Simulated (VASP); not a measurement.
Calculation: AM05 GGA, VASP's PBE PAW potentials (set 64) (plane waves; VASP).

Input for VASP

File POSCAR:
```
BP
3.1955110
  0.0000000000   0.7071067201   0.7071067201
  0.7071067201   0.0000000000   0.7071067201
  0.7071067201   0.7071067201   0.0000000000
B P
1 1
Cart
  0.0000000000   0.0000000000   0.0000000000
  0.3535533600   0.3535533600   0.3535533600
```

### INCAR
```
! general
SYSTEM = BP
PREC   = Accurate
ENCUT  = 520
LREAL  = .False.
LASPH  = .True.

! electronic loop
EDIFF  = 1E-7
NELM   = 100
ALGO   = Normal

! smearing
ISMEAR = -5

! functional
GGA    = AM

! ions
ISIF   = 2

! output
LWAVE  = .False.
LCHARG = .True.
LORBIT = 11
NEDOS  = 601
```

KPOINTS:
```
Regular mesh
0
gamma
 11 11 11
```

POTCAR, in this order: B P (PBE.64 set). Program: vasp_std.

### Question
What does the run give for the energy per atom (σ→0)?

### Answer

* **energy per atom (σ→0)**: -6.690 eV/atom

File OSZICAR:
```
...
DAV:   7    -0.133868050788E+02    0.97053E-01   -0.27471E-01  1368   0.319E+00    0.120E+00
DAV:   8    -0.133789360731E+02    0.78690E-02   -0.25778E-02   936   0.115E+00    0.175E-01
DAV:   9    -0.133792778008E+02   -0.34173E-03   -0.71395E-04  1296   0.237E-01    0.748E-02
DAV:  10    -0.133794586420E+02   -0.18084E-03   -0.22848E-04  1040   0.123E-01    0.227E-02
DAV:  11    -0.133794698894E+02   -0.11247E-04   -0.16231E-05  1248   0.334E-02    0.187E-02
DAV:  12    -0.133794706723E+02   -0.78285E-06   -0.20241E-06   992   0.120E-02    0.410E-03
DAV:  13    -0.133794706854E+02   -0.13145E-07   -0.25561E-08   920   0.149E-03
   1 F= -.13379471E+02 E0= -.13379471E+02  d E =0.000000E+00
```

The compound is BP in the zinc blende structure. It was relaxed first.
